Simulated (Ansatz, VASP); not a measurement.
# HfGe2N4 (HfGe2N4 monolayer): VASP beside Ansatz

One calculation is typed for both programs; each brings its own data sets. How far apart do they land? The cell is taken from a series of runs on this material, whose earlier steps may have relaxed, scaled, displaced or heated it; both programs get it as it stands.

Method: plane waves, with VASP 6.6.1 beside it; single point at PBE with D3(BJ), in Ansatz 0.2.0.

### Step 1. The structure

The cell holds 7 atoms: 4 N, 2 Ge and 1 Hf. Cell: a = 3.132 Å, b = 3.132 Å, c = 25.336 Å, α = 90.0°, β = 90.0°, γ = 120.0°. Vacuum lies along c.

Structure file:

```xyz
7
Lattice="3.1324 0.0000 0.0000 -1.5662 2.7128 0.0000 0.0000 0.0000 25.3356" Properties=species:S:1:pos:R:3
N     0.0000    0.0000    9.0000
N     0.0000    1.8085   11.4487
N     0.0000    1.8085   13.8869
N     0.0000    0.0000   16.3356
Ge    0.0000    1.8085    9.5788
Ge    0.0000    1.8085   15.7568
Hf    0.0000    0.0000   12.6678
```

### Step 2. Ansatz: single point, PBE with D3(BJ)

Ansatz runs on its PAW soft_1 files.

With cell and atoms fixed, the geometry can't cause a difference; cores, projectors, grids and the points listed under the comparison can.

The input, input.yaml:

```yaml
crystal:
  lattice:
    - [3.1324270306, 0.0, 0.0]
    - [-1.5662135153, 2.712761384, 0.0]
    - [0.0, 0.0, 25.3355777521]
  atoms:
    - { symbol: "N", position: [0.0, 0.0, 0.355231686] }
    - { symbol: Ge, position: [0.3333333333, 0.6666666667, 0.378077388] }
    - { symbol: "N", position: [0.3333333333, 0.6666666667, 0.4518831837] }
    - { symbol: Hf, position: [0.0, 0.0, 0.5] }
    - { symbol: "N", position: [0.3333333333, 0.6666666667, 0.5481168163] }
    - { symbol: Ge, position: [0.3333333333, 0.6666666667, 0.621922612] }
    - { symbol: "N", position: [0.0, 0.0, 0.644768314] }
kpoints:
  mp_grid: { grid: [18, 18, 1] }
  band_path:
    path: [[0, 0, 0], [0.5, 0, 0], [0.33333333, 0.33333333, 0], [0, 0, 0]]
    npoints: 16
hamiltonian:
  xc: pbe
  dispersion: d3bj
  pseudopotentials: { kind: paw, azcp: { folder: soft_1 } }
scf:
  occupations: { method: fermi_dirac, width: 0.02585 }
  convergence: { dr2_threshold: 1.0e-10 }
efield:
  axis: 3
  dipole_correction: true
  ramp_position: 0.97
  ramp_width: 0.06
  amplitude: 0
output:
  dos: { projected: true, e_range: [-6, 5] }
  write_potential: true
  write_density: true
  volumetric_format: npy
  elf: true
```

Launch:

```bash
> ansatz run input.yaml --threads 2 --pin off --max-ram 3072MiB --backend cpu --events-out ev --progress --plain --runs-dir out
```

Numbers of over 12 decimals in the logs are rounded to 6 here.

The log of the run:

```text
Engine: ansatz 0.2.0, aarch64-unknown-linux-gnu
Pseudopotentials: kind: paw
Pseudopotential: N, paw, valence charge 5, recommended cutoff 420 eV (normal), soft_1/N.paw.azcp
Pseudopotential: Ge, paw, valence charge 14, recommended cutoff 420 eV (normal), soft_1/Ge.paw.azcp
Pseudopotential: Hf, paw, valence charge 26, recommended cutoff 420 eV (normal), soft_1/Hf.paw.azcp
Functional definition: PBE
  parameter kappa = 0.804
  parameter beta = 0.066725
  exchange = pbe_x(kappa = kappa, mu = beta*pi^2/3)
  correlation = pbe_c(beta = beta)
Crystal: 7 atoms, lattice volume = 215.290 Å³
Basis set: ecut = 420 eV, 4165 PW (Γ)
Bands: 45, of which v1, the nominal top of the filled ones, is band 37 counted from 1 (36 counted from 0)
Symmetry: 6 space group operations
k-points: 37 of 324 (time reversal used)
Non-local potential: N, projectors of the file, l = 0: 2, l = 1: 2, l = 2: 1
Non-local potential: Ge, projectors of the file, l = 0: 2, l = 1: 2, l = 2: 3, l = 3: 1
Non-local potential: Hf, projectors of the file, l = 0: 3, l = 1: 2, l = 2: 2, l = 3: 3
PAW form: soft (Blöchl's): semilocal exchange-correlation on the pseudo side does not see the compensation charge
PAW one-centre angular grid: N, 110 points (default); XC on 64 Gauss nodes
PAW one-centre angular grid: Ge, 590 points (default); XC on 64 Gauss nodes
PAW one-centre angular grid: Hf, 590 points (default); XC on 64 Gauss nodes
Initial density: superposition of atomic densities (neutral atoms: chi_scale 0, normalization atom)
Initial wavefunctions: pseudopotential atomic-orbital guess
Functional: x = pbe(κ = 0.804, μ = 0.219515), c = pbe(β = 0.066725)
SCF iter   1: F=—  HF=-25860.874114 eV  |F-HF|=—  |Δ(HF+E_count)|=         —  Δρ=1.09e-1  dr2=2.98e1  ethr=3.10e-3  p=0.000 e·Å  D=5.27e-14 V/Å  ΔV_dip=-0.00 eV  dr2_dipole=5.90e-8  V_vac-E_F(+/−)=8.66/8.66 eV  ⟨swp⟩=7.5  Hψ=7175  notcnv=0
efield: sawtooth ramp at fractional position 0.9700 (set: `efield.ramp_position`, or a place that a band, a saddle search or an elastic batch's reference lends), width 0.0600; the density the first Hamiltonian is built on has a dipole p = 0.000 e·Å; the dipole correction subtracts the counter field D = 5.27e-14 V/Å, which shifts the + side's vacuum level by -0.00 eV against the − side's; the planar-averaged density in the ramp window peaks in size at 3.0e-7 e/Å³
preconditioner: auto → Resta (q_TF=auto, 2.283 Å⁻¹)  ε∞=2.3  [insulator: Δε(μ)=3.663 eV  Ē_g=18.961 eV  σ=0.026 eV  W_gap=1.00  n_scr=18 (ndim 8)  ℏωp=21.5 eV  f_vac=0.593  D(μ)=0.00/eV (n_scr^D=0)  ε∞_Penn≈2.3  vacuum switching on, ρ_ref=2.6e-2 e/Å³]
SCF iter   2: F=—  HF=-25853.100548 eV  |F-HF|=—  |Δ(HF+E_count)|=    7.77e0  Δρ=4.23e-2  dr2=2.77e0  ethr=3.10e-3  p=-0.000 e·Å  D=-7.36e-5 V/Å  ΔV_dip=0.00 eV  dr2_dipole=3.36e-7  V_vac-E_F(+/−)=6.77/6.77 eV  ⟨swp⟩=4.0  Hψ=4456  notcnv=0  defer=81
SCF iter   3: F=—  HF=-25852.597077 eV  |F-HF|=—  |Δ(HF+E_count)|=   5.03e-1  Δρ=1.76e-2  dr2=4.34e-1  ethr=3.10e-3  p=0.000 e·Å  D=6.09e-5 V/Å  ΔV_dip=-0.00 eV  dr2_dipole=2.14e-7  V_vac-E_F(+/−)=6.21/6.21 eV  ⟨swp⟩=3.2  Hψ=3020  notcnv=0  defer=88
SCF iter   4: F=—  HF=-25852.575773 eV  |F-HF|=—  |Δ(HF+E_count)|=   2.13e-2  Δρ=7.35e-3  dr2=1.24e-1  ethr=5.86e-4  p=-0.000 e·Å  D=-1.29e-4 V/Å  ΔV_dip=0.00 eV  dr2_dipole=1.04e-6  V_vac-E_F(+/−)=6.22/6.22 eV  ⟨swp⟩=3.4  Hψ=3033  notcnv=0  defer=81
SCF iter   5: F=—  HF=-25852.564618 eV  |F-HF|=—  |Δ(HF+E_count)|=   1.12e-2  Δρ=2.08e-3  dr2=1.14e-2  ethr=1.68e-4  p=0.000 e·Å  D=1.97e-4 V/Å  ΔV_dip=-0.00 eV  dr2_dipole=2.33e-6  V_vac-E_F(+/−)=5.96/5.96 eV  ⟨swp⟩=3.8  Hψ=2777  notcnv=0  defer=81
SCF iter   6: F=—  HF=-25852.563309 eV  |F-HF|=—  |Δ(HF+E_count)|=   1.31e-3  Δρ=6.97e-4  dr2=7.65e-4  ethr=1.54e-5  p=-0.000 e·Å  D=-1.44e-4 V/Å  ΔV_dip=0.00 eV  dr2_dipole=1.23e-6  V_vac-E_F(+/−)=5.96/5.96 eV  ⟨swp⟩=2.0  Hψ=2927  notcnv=0  defer=85
SCF iter   7: F=—  HF=-25852.563439 eV  |F-HF|=—  |Δ(HF+E_count)|=   1.30e-4  Δρ=3.00e-4  dr2=1.83e-4  ethr=1.03e-6  p=0.000 e·Å  D=2.49e-4 V/Å  ΔV_dip=-0.01 eV  dr2_dipole=3.78e-6  V_vac-E_F(+/−)=5.95/5.95 eV  ⟨swp⟩=2.3  Hψ=2598  notcnv=0  defer=85
SCF iter   8: F=—  HF=-25852.563497 eV  |F-HF|=—  |Δ(HF+E_count)|=   5.77e-5  Δρ=1.07e-4  dr2=4.44e-5  ethr=2.47e-7  p=-0.000 e·Å  D=-3.99e-4 V/Å  ΔV_dip=0.01 eV  dr2_dipole=9.79e-6  V_vac-E_F(+/−)=5.95/5.94 eV  ⟨swp⟩=2.0  Hψ=2948  notcnv=0  defer=85
SCF iter   9: F=—  HF=-25852.563498 eV  |F-HF|=—  |Δ(HF+E_count)|=   1.65e-6  Δρ=7.01e-5  dr2=2.98e-5  ethr=6.00e-8  p=0.000 e·Å  D=3.65e-4 V/Å  ΔV_dip=-0.01 eV  dr2_dipole=8.07e-6  V_vac-E_F(+/−)=5.94/5.95 eV  ⟨swp⟩=3.3  Hψ=3133  notcnv=0  defer=85
SCF iter  10: F=—  HF=-25852.563500 eV  |F-HF|=—  |Δ(HF+E_count)|=   1.51e-6  Δρ=2.77e-5  dr2=2.87e-6  ethr=4.03e-8  p=0.000 e·Å  D=9.01e-5 V/Å  ΔV_dip=-0.00 eV  dr2_dipole=5.41e-7  V_vac-E_F(+/−)=5.95/5.95 eV  ⟨swp⟩=2.0  Hψ=1746  notcnv=0  defer=85
SCF iter  11: F=—  HF=-25852.563422 eV  |F-HF|=—  |Δ(HF+E_count)|=   7.75e-5  Δρ=1.33e-5  dr2=4.79e-7  ethr=3.87e-9  p=0.000 e·Å  D=3.10e-5 V/Å  ΔV_dip=-0.00 eV  dr2_dipole=5.54e-8  V_vac-E_F(+/−)=5.95/5.95 eV  ⟨swp⟩=2.0  Hψ=2786  notcnv=0  defer=85
SCF iter  12: F=—  HF=-25852.563422 eV  |F-HF|=—  |Δ(HF+E_count)|=   3.39e-8  Δρ=3.14e-6  dr2=1.82e-8  ethr=6.47e-10  p=0.000 e·Å  D=1.70e-6 V/Å  ΔV_dip=-0.00 eV  dr2_dipole=1.98e-10  V_vac-E_F(+/−)=5.95/5.95 eV  ⟨swp⟩=2.0  Hψ=2800  notcnv=0  defer=85
SCF iter  13: F=—  HF=-25852.563422 eV  |F-HF|=—  |Δ(HF+E_count)|=   7.61e-9  Δρ=1.26e-6  dr2=4.86e-9  ethr=2.46e-11  p=0.000 e·Å  D=4.88e-7 V/Å  ΔV_dip=-0.00 eV  dr2_dipole=1.54e-11  V_vac-E_F(+/−)=5.95/5.95 eV  ⟨swp⟩=3.7  Hψ=3794  notcnv=0  defer=85
SCF iter  14: F=—  HF=-25852.563422 eV  |F-HF|=—  |Δ(HF+E_count)|=  7.49e-10  Δρ=7.03e-7  dr2=1.08e-9  ethr=6.57e-12  p=-0.000 e·Å  D=-7.45e-8 V/Å  ΔV_dip=0.00 eV  dr2_dipole=2.40e-13  V_vac-E_F(+/−)=5.95/5.95 eV  ⟨swp⟩=2.4  Hψ=2692  notcnv=0  defer=85
SCF iter  15: F=—  HF=-25852.563422 eV  |F-HF|=—  |Δ(HF+E_count)|=  7.82e-10  Δρ=4.57e-7  dr2=5.41e-10  ethr=1.45e-12  p=0.000 e·Å  D=4.75e-8 V/Å  ΔV_dip=-0.00 eV  dr2_dipole=6.77e-14  V_vac-E_F(+/−)=5.95/5.95 eV  ⟨swp⟩=2.0  Hψ=2656  notcnv=0  defer=85
SCF iter  16: F=-25852.563422 eV  HF=-25852.563422 eV  |F-HF|=1.46e-11  |Δ(HF+E_count)|=  9.82e-11  Δρ=9.04e-8  dr2=1.13e-11  ethr=1.00e-12  p=-0.000 e·Å  D=-4.11e-9 V/Å  ΔV_dip=0.00 eV  dr2_dipole=9.16e-15  V_vac-E_F(+/−)=5.95/5.95 eV  ⟨swp⟩=12.1  Hψ=6646  notcnv=0
SCF 1 converged in 16 iterations: F = -25852.563422 eV  dr2 = 1.13e-11
  greatest PAW one-centre occupation: 0.999 electrons in one spin orbital (limit 2), on the Hf atom at site 3 (counted from 0), in its partial waves of l = 0
NSCF: frozen V_eff on 49 k-points
efield: sawtooth ramp at fractional position 0.9700 (kept from the solve that this one continues, or follows in the run), width 0.0600; the density the first Hamiltonian is built on has a dipole p = -0.000 e·Å; the dipole correction subtracts the counter field D = -4.11e-9 V/Å, which shifts the + side's vacuum level by +0.00 eV against the − side's; the planar-averaged density in the ramp window peaks in size at 3.9e-7 e/Å³
WARN: The output density's exchange-correlation potential varies sharply where the density is thin. Do not read a vacuum level from v_tot or v_xc, or from such a field of the output density. On a cell that repeats whose density bears no net charge and no dipole along the vacuum's axis use v_es (v_loc + v_h of the components); under efield.dipole_correction with no amplitude use v_es + v_field, which holds any externa [...]
SCF converged after 16 iterations
Free energy (F): -25852.563422 eV
Harris-Foulkes:  -25852.563422 eV  (|F-HF|=1.46e-11)
Internal energy: -25852.563422 eV  (E = F + TS)
E sigma→0 (E₀):  -25852.563422 eV
Fermi energy:    1.180474 eV
Dipole field:    D = 0.000000 V/Å  (p = 0.000000 e·Å, saw-weighted, corrected)
Work function:   Φ+ = 5.9472 eV   Φ− = 5.9472 eV
Levels:          The Fermi level and band energies are counted from a zero that moves with the ramp; work functions are not
--- Per-component energies (eV) ---
  E_band       = -1091.330657
  E_kinetic    = 1107.582975
  E_local      = -122432.667581  (includes V_loc(G=0)·N_el)
  E_nonlocal   = 648.699553
  E_hartree    = 60508.700320
  E_xc         = -645.639629
  E_vxc        = -684.285486  (∫ρ·V_xc dr)
  E_paw        = -12250.258915  (= ΣΔE_a)
  E_vpaw       = -748.064457  (= ΣTr[D̂ρ^β])
  E_aug_tail   = 0.003501  (compensation charges beyond the density's cutoff)
  E_efield     = 0.000000  (sawtooth field / dipole correction)
  E_vefield    = 0.000000  (∫n·V_field dr)
  E_ewald      = 47212.535913
  E_disp       = -1.519559  (pairwise vdW)
  E_smearing   = -0.000000  (= −TS)
  E_closure    = 0.000000  (closes the sum)
  Σ components = -25852.563422   (vs F -25852.563422, Δ=0.00e0)
--- Band table (eV; the first three rows and the last of 37) ---
  k-point 0: bands = [... 33 lower, -1.2395, -0.2248, -0.2248, 0.0484, 1.9785, 3.0363, 4.7019, 5.6179, ... 4 higher]
  k-point 1: bands = [... 33 lower, -1.2591, -0.3187, -0.2724, 0.1675, 2.2298, 3.2095, 4.5017, 5.8034, ... 4 higher]
  k-point 2: bands = [... 33 lower, -1.2325, -0.4656, -0.4061, 0.2589, 2.7395, 3.6272, 4.0900, 6.2604, ... 4 higher]
  k-point 36: bands = [... 33 lower, -1.8493, -1.6992, -0.3501, 0.3391, 2.9014, 5.3580, 6.4267, 6.4369, ... 4 higher]
```

In the SCF lines HF is the Harris–Foulkes energy and dr2 the Hartree energy of the density residual, in eV; the loop may stop once dr2 is under the threshold and the program's other checks hold. Hψ counts applications of the Hamiltonian.

### Step 3. VASP: single point, PBE with D3(BJ)

The same cell, functional, mesh and smearing now go to VASP, with its own data sets.

Lines of VASP's logs that name or quote its potential files are left out, and so is its time.

The input, INCAR:

```
SYSTEM = HfGe2N4
PREC = Accurate
ENCUT = 520
EDIFF = 1E-06
NELM = 120
ISMEAR = -1
SIGMA = 0.02585
LREAL = .FALSE.
ALGO = Normal
GGA = PE
IVDW = 12
NBANDS = 36
LASPH = .TRUE.
LORBIT = 11
LWAVE = .FALSE.
LCHARG = .FALSE.
ISIF = 2
LDIPOL = .TRUE.
IDIPOL = 3
DIPOL = 0.5 0.5 0.5
LVHAR = .TRUE.
GGA_COMPAT = .FALSE.
EFERMI = MIDGAP
NELMDL = -8
KPAR = 2
```

The input, POSCAR:

```
HfGe2N4
1.0
    3.1324270306      0.0000000000      0.0000000000
   -1.5662135153      2.7127613840      0.0000000000
    0.0000000000      0.0000000000     25.3355777521
N Ge Hf
4 2 1
Direct
    0.0000000000      0.0000000000      0.3552316860
    0.3333333333      0.6666666667      0.4518831837
    0.3333333333      0.6666666667      0.5481168163
    0.0000000000      0.0000000000      0.6447683140
    0.3333333333      0.6666666667      0.3780773880
    0.3333333333      0.6666666667      0.6219226120
    0.0000000000      0.0000000000      0.5000000000
```

The input, KPOINTS:

```
Automatic mesh
0
Gamma
18 18 1
0 0 0
```

The projector-augmented-wave data sets are N, Ge_d and Hf_pv (PBE family, release 64).

Launch:

```bash
> mpirun -np 2 vasp_std
```

The log of the run:

```text
[banner, memory and clock lines left out]
running    2 mpi-ranks, on    1 nodes
 distrk:  each k-point on    1 cores,    2 groups
 distr:  one band on    1 cores,    1 groups

 POSCAR found type information on POSCAR N GeHf
 POSCAR found :  3 types and       7 ions
 LDA part: xc-table for (Slater+PW92), standard interpolation
 POSCAR, INCAR and KPOINTS ok, starting setup
 FFT: planning ... GRIDC
 FFT: planning ... GRID_SOFT
 FFT: planning ... GRID
 WAVECAR not read
 entering main loop
       N       E                     dE             d eps       ncg     rms          rms(c)
DAV:   1     0.657792140170E+03    0.65779E+03   -0.29239E+04  3408   0.250E+03
DAV:   2     0.477780756883E+02   -0.61001E+03   -0.59238E+03  3188   0.745E+02
DAV:   3    -0.586416692059E+02   -0.10642E+03   -0.10403E+03  3560   0.200E+02
DAV:   4    -0.651162071876E+02   -0.64745E+01   -0.64444E+01  3496   0.624E+01
DAV:   5    -0.653443163774E+02   -0.22811E+00   -0.22781E+00  4040   0.101E+01
DAV:   6    -0.653491156430E+02   -0.47993E-02   -0.47974E-02  4104   0.125E+00
DAV:   7    -0.653492134999E+02   -0.97857E-04   -0.97841E-04  4040   0.161E-01
DAV:   8    -0.653492175267E+02   -0.40268E-05   -0.40267E-05  3988   0.281E-02    0.587E+01
DAV:   9    -0.555225280558E+02    0.98267E+01   -0.45957E+01  3840   0.511E+01    0.496E+01
DAV:  10    -0.554905388982E+02    0.31989E-01   -0.32443E+00  3216   0.104E+01    0.221E+01
DAV:  11    -0.554813823136E+02    0.91566E-02   -0.26099E-01  3716   0.437E+00    0.222E+00
DAV:  12    -0.554757669802E+02    0.56153E-02   -0.79273E-02  3500   0.217E+00    0.103E+00
DAV:  13    -0.554757661910E+02    0.78921E-06   -0.94521E-03  3944   0.659E-01    0.555E-01
DAV:  14    -0.554756824449E+02    0.83746E-04   -0.17207E-03  3748   0.270E-01    0.274E-01
[...]
DAV:  19    -0.554759320869E+02   -0.11752E-03   -0.32249E-05  2776   0.233E-02    0.418E-02
DAV:  20    -0.554759560057E+02   -0.23919E-04   -0.23247E-06  2736   0.101E-02    0.245E-02
DAV:  21    -0.554760138092E+02   -0.57804E-04   -0.45693E-06  2720   0.116E-02    0.117E-02
DAV:  22    -0.554760228368E+02   -0.90276E-05   -0.64961E-07  2264   0.559E-03    0.670E-03
DAV:  23    -0.554760362338E+02   -0.13397E-04   -0.37950E-07  2164   0.331E-03    0.573E-04
DAV:  24    -0.554760394052E+02   -0.31713E-05   -0.87153E-08  2060   0.201E-03    0.147E-03
DAV:  25    -0.554760409415E+02   -0.15363E-05   -0.10960E-07  2136   0.129E-03    0.769E-04
DAV:  26    -0.554760418791E+02   -0.93753E-06   -0.31370E-08  1928   0.880E-04
   1 F= -.56995214E+02 E0= -.56995214E+02  d E =-.593246E-15
```

[end of part 1 of 2]

[Lines on the potential files, build, host, timing and source positions are cut from VASP's logs without a mark.]

[Logs are printed without paths, hosts, clocks, repeated set-up lines and the standing remarks that a program may print on its own settings, such as how far it seeks lower states.]

[Hosts, paths, dates, database ids (printed as entryN), source tags and the programs' standing remarks are cut or masked in the printed files.]
